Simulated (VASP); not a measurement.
These are r2SCAN meta-GGA, VASP's PBE PAW potentials (set 64) (plane waves; VASP) values and carry that method's errors.

The input files of a VASP run:

### POSCAR
```
BiB
1
   -0.0000000000     2.6275290058     2.6275290058
    2.6275290058    -0.0000000000     2.6275290058
    2.6275290058     2.6275290058     0.0000000000
Bi B
1 1
Direct
  0.0000000000   0.0000000000   0.0000000000
  0.5000000000   0.5000000000   0.5000000000
```

**KPOINTS**
```
K-points
0
Gamma
11 11 11
```

INCAR:
```
SYSTEM = BiB
PREC = Accurate
ENCUT = 520
EDIFF = 1E-6
NELM = 100
ALGO = Normal
LREAL = .FALSE.
LASPH = .TRUE.
ISMEAR = 1
SIGMA = 0.1
METAGGA = R2SCAN
LMIXTAU = .TRUE.
LMAXMIX = 4
LWAVE = .FALSE.
LCHARG = .FALSE.
IBRION = 2
ISIF = 3
NSW = 60
EDIFFG = -0.01
```

POTCAR, in this order: Bi_d B (PBE.64 set). Program: vasp_std.

Output of the run:

File OUTCAR:
```
 ion  position               nearest neighbor table
   1  0.000  0.000  0.000-   2 2.63   2 2.63   2 2.63   2 2.63   2 2.63   2 2.63
   2  0.500  0.500  0.500-   1 2.63   1 2.63   1 2.63   1 2.63   1 2.63   1 2.63
  LATTYP: Found a face centered cubic cell.
 ALAT       =     5.2550580116
 Subroutine PRICEL returns:
 Original cell was already a primitive cell.
 Subroutine GETGRP returns: Found 48 space group operations
The static configuration has the point symmetry O_h .
The dynamic configuration has the point symmetry O_h .
 Subroutine INISYM returns: Found 48 space group operations
 Subroutine IBZKPT returns following result:
 Found     56 irreducible k-points:

 Following reciprocal coordinates:
            Coordinates               Weight
  0.000000  0.000000  0.000000      1.000000
  0.090909  0.000000  0.000000      8.000000
  0.181818  0.000000  0.000000      8.000000
  0.272727  0.000000  0.000000      8.000000
  0.363636  0.000000  0.000000      8.000000
  0.454545  0.000000  0.000000      8.000000
  0.090909  0.090909  0.000000      6.000000
  0.181818  0.090909  0.000000     24.000000
  0.272727  0.090909  0.000000     24.000000
  0.363636  0.090909  0.000000     24.000000
  0.454545  0.090909  0.000000     24.000000
 -0.454545  0.090909  0.000000     24.000000
 -0.363636  0.090909  0.000000     24.000000
 -0.272727  0.090909  0.000000     24.000000
 -0.181818  0.090909  0.000000     24.000000
 -0.090909  0.090909  0.000000     12.000000
  0.181818  0.181818  0.000000      6.000000
  0.272727  0.181818  0.000000     24.000000
  0.363636  0.181818  0.000000     24.000000
  0.454545  0.181818  0.000000     24.000000
 -0.454545  0.181818  0.000000     24.000000
 -0.363636  0.181818  0.000000     24.000000
 -0.272727  0.181818  0.000000     24.000000
 -0.181818  0.181818  0.000000     12.000000
  0.272727  0.272727  0.000000      6.000000
  0.363636  0.272727  0.000000     24.000000
  0.454545  0.272727  0.000000     24.000000
 -0.454545  0.272727  0.000000     24.000000
 -0.363636  0.272727  0.000000     24.000000
 -0.272727  0.272727  0.000000     12.000000
  0.363636  0.363636  0.000000      6.000000
  0.454545  0.363636  0.000000     24.000000
 -0.454545  0.363636  0.000000     24.000000
 -0.363636  0.363636  0.000000     12.000000
  0.454545  0.454545  0.000000      6.000000
 -0.454545  0.454545  0.000000     12.000000
  0.272727  0.181818  0.090909     24.000000
  0.363636  0.181818  0.090909     48.000000
  0.454545  0.181818  0.090909     48.000000
 -0.454545  0.181818  0.090909     48.000000
   k-points           NKPTS =     56   k-points in BZ     NKDIM =     56   number of bands    NBANDS=     13
   number of dos      NEDOS =    301   number of ions     NIONS =      2
   total plane-waves  NPLWV =  21952
   dimension x,y,z NGX =    28 NGY =   28 NGZ =   28
   dimension x,y,z NGXF=    56 NGYF=   56 NGZF=   56
   ions per type =               1   1
   PREC   = accura    normal or accurate (medium, high low for compatibility)
   ISTART =      0    job   : 0-new  1-cont  2-samecut
   ICHARG =      2    charge: 1-file 2-atom 10-const
   ISPIN  =      1    spin polarized calculation?
   LNONCOLLINEAR =      F non collinear calculations
   LSORBIT =      F    spin-orbit coupling
   INIWAV =      1    electr: 0-lowe 1-rand  2-diag
   ENCUT  =  520.0 eV  38.22 Ry    6.18 a.u.   6.91  6.91  6.91*2*pi/ulx,y,z
   NELM   =    100;   NELMIN=  2; NELMDL= -5     # of ELM steps
   EDIFF  = 0.1E-05   stopping-criterion for ELM
   LREAL  =      F    real-space projection
   NLSPLINE    = F    spline interpolate recip. space projectors
   LMAXMIX     =    4 max onsite mixed and CHGCAR
...
```

### OSZICAR
```
       N       E                     dE             d eps       ncg     rms          rms(c)
DAV:   1     0.723003818448E+02    0.72300E+02   -0.99808E+03  1477   0.165E+03
DAV:   2    -0.596858322237E+02   -0.13199E+03   -0.12910E+03  1561   0.396E+02
DAV:   3    -0.673204310582E+02   -0.76346E+01   -0.74954E+01  1861   0.970E+01
DAV:   4    -0.674912189825E+02   -0.17079E+00   -0.17061E+00  1724   0.155E+01
DAV:   5    -0.674976234026E+02   -0.64044E-02   -0.64042E-02  2038   0.270E+00    0.242E+00
DAV:   6    -0.632396669676E+02    0.42580E+01   -0.18226E+00  1786   0.253E+01    0.137E+00
DAV:   7    -0.633177770698E+02   -0.78110E-01   -0.33307E-01  1701   0.777E+00    0.474E-01
DAV:   8    -0.633431166222E+02   -0.25340E-01   -0.17147E-01  1496   0.519E+00    0.361E-01
DAV:   9    -0.632098394312E+02    0.13328E+00   -0.35267E-01  1486   0.728E+00    0.295E-01
DAV:  10    -0.633608320308E+02   -0.15099E+00   -0.18697E-01  1486   0.457E+00    0.101E-01
DAV:  11    -0.633606687718E+02    0.16326E-03   -0.52027E-03  1896   0.960E-01    0.589E-02
DAV:  12    -0.633609347845E+02   -0.26601E-03   -0.99308E-04  1611   0.313E-01    0.193E-02
DAV:  13    -0.633609671097E+02   -0.32325E-04   -0.85687E-05  1596   0.880E-02    0.144E-02
DAV:  14    -0.633609560972E+02    0.11012E-04   -0.15346E-05  1676   0.487E-02    0.760E-03
DAV:  15    -0.633609560572E+02    0.40017E-07   -0.22202E-05  1631   0.539E-02    0.134E-03
DAV:  16    -0.633609611533E+02   -0.50960E-05   -0.13387E-06  1198   0.157E-02    0.608E-04
DAV:  17    -0.633609607128E+02    0.44050E-06   -0.23493E-07   863   0.618E-03
   1 F= -.63360961E+02 E0= -.63361291E+02  d E =-.633610E+02
```

File OUTCAR:
```
------------------------ aborting loop because EDIFF is reached ----------------------------------------
  FORCE on cell =-STRESS in cart. coord.  units (eV):
  Direction    XX          YY          ZZ          XY          YZ          ZX
  --------------------------------------------------------------------------------------
  Total        0.0022234      0.0022234      0.0022234      0.0000000      0.0000000     -0.0000000
  in kB        0.0981865      0.0981865      0.0981865      0.0000000      0.0000000     -0.0000000
  external PRESSURE =       0.0981865 kB  Pullay stress =       0.0000000 kB
  volume of cell :       36.28
      direct lattice vectors                 reciprocal lattice vectors
     0.000000000  2.627529006  2.627529006    -0.190292856  0.190292856  0.190292856
     2.627529006  0.000000000  2.627529006     0.190292856 -0.190292856  0.190292856
     2.627529006  2.627529006  0.000000000     0.190292856  0.190292856 -0.190292856
 POSITION                                       TOTAL-FORCE (eV/Angst)
 -----------------------------------------------------------------------------------
      0.00000      0.00000      0.00000        -0.000000      0.000000     -0.000000
      2.62753      2.62753      2.62753         0.000000     -0.000000      0.000000
 -----------------------------------------------------------------------------------
    total drift:                               -0.000000      0.000000      0.000000
  FREE ENERGIE OF THE ION-ELECTRON SYSTEM (eV)
  ---------------------------------------------------
  free  energy   TOTEN  =       -63.3609607128 eV

  energy  without entropy=      -63.3619526691  energy(sigma->0) =      -63.36129136

 reached required accuracy - stopping structural energy minimisation
```
(Selected blocks of OUTCAR.)

The structure was generated: BiB was put into the rocksalt type (Fm-3m), which need not be its known phase. It was relaxed first. The start is the result of an earlier pass.
